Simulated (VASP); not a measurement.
Sb2Te3O2: elastic constants with PBE

Sb2Te3O2:

```
Sb Te O
1.0
     3.81145    0.00000    0.00000
     0.00000    3.81145    0.00000
     0.00000    0.00000   11.39004
Sb Te O
2 3 2
Direct
  0.00000 0.50000 0.88973
  0.50000 0.00000 0.11027
  0.00000 0.50000 0.28251
  0.50000 0.50000 0.50000
  0.50000 0.00000 0.71749
  0.50000 0.50000 0.00000
  0.00000 0.00000 0.00000
```

The cell was built by a generator and needn't be a form met in nature.

```
Program                   : VASP 6.6.1
Task                      : elastic constants
Functional                : PBE
Potentials or basis       : VASP PAW PBE potentials, release 64 (Sb, Te, O)
Cutoff                    : 520 eV
k mesh                    : 6 × 6 × 4
Occupations               : gaussian, width 0.1 eV
Spin                      : no spin polarisation
Ions in elastic constants : relaxed
Further INCAR settings    : ALGO = Normal; EDIFF = 1e-08; IBRION = 6; POTIM = 0.015; NSW = 1; ISIF = 3
```

```yaml
Voigt_bulk_modulus: 53 GPa
Highest_phonon_frequency_at_Γ_LO-TO_splitting_left_out: 366 cm⁻¹
Most_unstable_mode: 75i cm⁻¹
```

Step by step:
```csv
step,energy change (eV),largest force (eV/Å),pressure (GPa),volume (Å³)
1,0.0000,0.0274,0.01,165.46
2,-0.0001,0.0218,0.00,165.50
3,-0.0002,0.0052,-0.05,165.62
4,-0.0002,0.0202,0.05,165.39
5,-0.0002,0.0138,0.01,165.47
6,-0.0003,0.0054,0.02,165.42
7,-0.0003,0.0036,0.02,165.39
8,-0.0003,0.0050,-0.02,165.48
9,-0.0003,0.0031,-0.01,165.45
10,-0.0003,0.0025,0.00,165.44
11,-0.0003,0.0030,0.00,165.44
12,-0.0003,0.0042,0.00,165.44
13,-0.0003,0.0035,0.00,165.44
14,-0.0003,0.0014,0.00,165.43
```

Phonon frequencies in cm⁻¹ (negative: imaginary):
```tsv
q point	frequencies
(0.000, 0.000, 0.000)	-75 -53 -53 0 0 0 25 25 32 32 62 62 66 100 166 166 182 277 292 366 366
```

Elastic tensor in Voigt notation (GPa, in the Cartesian axes of the cell as first typed):
```
47 81 42  0  0  0
81 47 42  0  0  0
42 42 56  0  0  0
 0  0  0 14  0  0
 0  0  0  0 14  0
 0  0  0  0  0 37
```

Clamped-ion elastic tensor (GPa):
```
 74  70  59   0   0   0
 70  74  59   0   0   0
 59  59 104   0   0   0
  0   0   0  33   0   0
  0   0   0   0  33   0
  0   0   0   0   0  37
```

It took 15 min on 8 MPI ranks on Intel(R) Xeon(R) 6975P-C (Granite Rapids), with other jobs on the host, peak memory 0.59 GiB a rank.

Caveat: some modes are imaginary; the elastic tensor has a negative eigenvalue, so either the cell is unstable as it stands or the mesh is too thin. Spin-orbit coupling is left out, which matters for the levels of Sb, Te.
